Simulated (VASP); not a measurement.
Level of theory: RPBE GGA, VASP's PBE PAW potentials (set 64) (plane waves; VASP).

Input for VASP

**INCAR**
```
! general
SYSTEM =Ni
PREC   =Accurate
ENCUT  =520   ! plane-wave cut-off (eV)
LREAL  =.FALSE.
LASPH  =.TRUE.

! electronic loop
EDIFF  =1E-6   ! SCF stop (eV)
NELM   =100
ALGO   =Normal   ! blocked Davidson
LMAXMIX=4   ! l cut-off of mixed one-centre charges

! smearing
ISMEAR =1   ! Methfessel-Paxton
SIGMA  =0.1   ! width (eV)

! functional
GGA    =RP   ! RPBE

! spin
ISPIN  =2   ! spin-polarised
MAGMOM =0.8

! ions
IBRION =2
NSW    =60   ! most ionic steps
ISIF   =3   ! ions, shape and volume
EDIFFG =-0.01

! output
LWAVE  =.FALSE.
LCHARG =.FALSE.
LORBIT =10
```

**KPOINTS**
```
kpoints
0
G
 16 16 16
0 0 0
```

File POSCAR:
```
Ni
1
    0.0000000000     1.7600000000     1.7600000000
    1.7600000000     0.0000000000     1.7600000000
    1.7600000000     1.7600000000     0.0000000000
Ni
1
Direct
  0.0000000000   0.0000000000   0.0000000000
```

POTCAR, in this order: Ni (PBE.64 set). Program: vasp_std.

What VASP printed:

**OSZICAR**
```
       N       E                     dE             d eps       ncg     rms          rms(c)
DAV:   1     0.225160079422E+02    0.22516E+02   -0.48768E+03  5428   0.143E+03
DAV:   2    -0.544732336059E+01   -0.27963E+02   -0.26816E+02  5278   0.162E+02
DAV:   3    -0.586839676412E+01   -0.42107E+00   -0.42037E+00  6020   0.263E+01
DAV:   4    -0.587231582497E+01   -0.39191E-02   -0.39182E-02  5930   0.223E+00
DAV:   5    -0.587241993031E+01   -0.10411E-03   -0.10410E-03  5970   0.320E-01    0.958E+00
DAV:   6    -0.525552471632E+01    0.61690E+00   -0.15212E+01  5470   0.637E+01    0.589E+00
DAV:   7    -0.496420060151E+01    0.29132E+00   -0.25590E+00  5504   0.245E+01    0.195E+00
DAV:   8    -0.495031840205E+01    0.13882E-01   -0.17844E-02  7273   0.161E+00    0.972E-01
DAV:   9    -0.494822285574E+01    0.20955E-02   -0.17036E-03  7530   0.433E-01    0.240E-01
DAV:  10    -0.494779817585E+01    0.42468E-03   -0.62977E-04  6835   0.241E-01    0.332E-02
DAV:  11    -0.494780489961E+01   -0.67238E-05   -0.20418E-05  6670   0.542E-02    0.293E-02
DAV:  12    -0.494780395289E+01    0.94673E-06   -0.64000E-07  3089   0.128E-02
   1 F= -.49478040E+01 E0= -.49479901E+01  d E =-.494780E+01  mag=     0.5977
       N       E                     dE             d eps       ncg     rms          rms(c)
DAV:   1    -0.541543984665E+01   -0.46763E+00   -0.74890E+00  5428   0.475E+01    0.590E+00
DAV:   2    -0.513562344106E+01    0.27982E+00   -0.80413E+00  5458   0.401E+01    0.349E+00
DAV:   3    -0.495842104734E+01    0.17720E+00   -0.13628E+00  5384   0.186E+01    0.100E+00
DAV:   4    -0.495059141271E+01    0.78296E-02   -0.65306E-03  5942   0.846E-01    0.508E-01
DAV:   5    -0.494925500918E+01    0.13364E-02   -0.39234E-03  6693   0.547E-01    0.134E-01
DAV:   6    -0.494925194238E+01    0.30668E-05   -0.52257E-05  6412   0.924E-02    0.817E-02
DAV:   7    -0.494927554185E+01   -0.23599E-04   -0.35730E-05  6341   0.672E-02    0.136E-02
DAV:   8    -0.494927597034E+01   -0.42850E-06   -0.16327E-06  3579   0.168E-02
   2 F= -.49492760E+01 E0= -.49494339E+01  d E =-.147202E-02  mag=     0.6154
       N       E                     dE             d eps       ncg     rms          rms(c)
DAV:   1    -0.504810636436E+01   -0.98831E-01   -0.15299E+00  5438   0.207E+01    0.265E+00
DAV:   2    -0.498726371767E+01    0.60843E-01   -0.15737E+00  5445   0.192E+01    0.159E+00
DAV:   3    -0.495427790315E+01    0.32986E-01   -0.26105E-01  5392   0.794E+00    0.412E-01
DAV:   4    -0.495267163966E+01    0.16063E-02   -0.12610E-03  6163   0.347E-01    0.234E-01
DAV:   5    -0.495235010561E+01    0.32153E-03   -0.53991E-04  6845   0.199E-01    0.598E-02
DAV:   6    -0.495236353735E+01   -0.13432E-04   -0.43548E-05  6701   0.620E-02    0.254E-02
DAV:   7    -0.495236296582E+01    0.57153E-06   -0.10914E-06  3021   0.146E-02
   3 F= -.49523630E+01 E0= -.49525549E+01  d E =-.455901E-02  mag=     0.6050
```

File OUTCAR:
```
------------------------ aborting loop because EDIFF is reached ----------------------------------------
  FORCE on cell =-STRESS in cart. coord.  units (eV):
  Direction    XX          YY          ZZ          XY          YZ          ZX
  --------------------------------------------------------------------------------------
  Total        0.0048827      0.0048827      0.0048827      0.0000000      0.0000000     -0.0000000
  in kB        0.6984654      0.6984654      0.6984654      0.0000000      0.0000000     -0.0000000
  external PRESSURE =       0.6984654 kB  Pullay stress =       0.0000000 kB
  volume of cell :       11.20
      direct lattice vectors                 reciprocal lattice vectors
     0.000000000  1.775817120  1.775817120    -0.281560525  0.281560525  0.281560525
     1.775817120  0.000000000  1.775817120     0.281560525 -0.281560525  0.281560525
     1.775817120  1.775817120  0.000000000     0.281560525  0.281560525 -0.281560525
 POSITION                                       TOTAL-FORCE (eV/Angst)
 -----------------------------------------------------------------------------------
      0.00000      0.00000      0.00000        -0.000000     -0.000000     -0.000000
 -----------------------------------------------------------------------------------
    total drift:                               -0.000000     -0.000000     -0.000000
  FREE ENERGIE OF THE ION-ELECTRON SYSTEM (eV)
  ---------------------------------------------------
  free  energy   TOTEN  =        -4.9523629658 eV

  energy  without entropy=       -4.9529387500  energy(sigma->0) =       -4.95255489

 total charge

# of ion       s       p       d       tot
------------------------------------------
    1        0.482   0.471   8.300   9.253

 magnetization (x)

# of ion       s       p       d       tot
------------------------------------------
    1       -0.008  -0.027   0.656   0.621

 reached required accuracy - stopping structural energy minimisation
```
(Selected blocks of OUTCAR.)

### CONTCAR
```
Ni
   1.00000000000000
     0.0000000000000000    1.7758171200413264    1.7758171200413264
     1.7758171200413264    0.0000000000000000    1.7758171200413264
     1.7758171200413264    1.7758171200413264    0.0000000000000000
  Ni
     1
Direct
     0.0000000000000000    0.0000000000000000    0.0000000000000000
```

Energy and stress use the plane-wave basis of the starting cell.

The compound is Ni in the fcc structure. This run relaxes it. Symmetry was kept, so distortions that lower it aren't found.
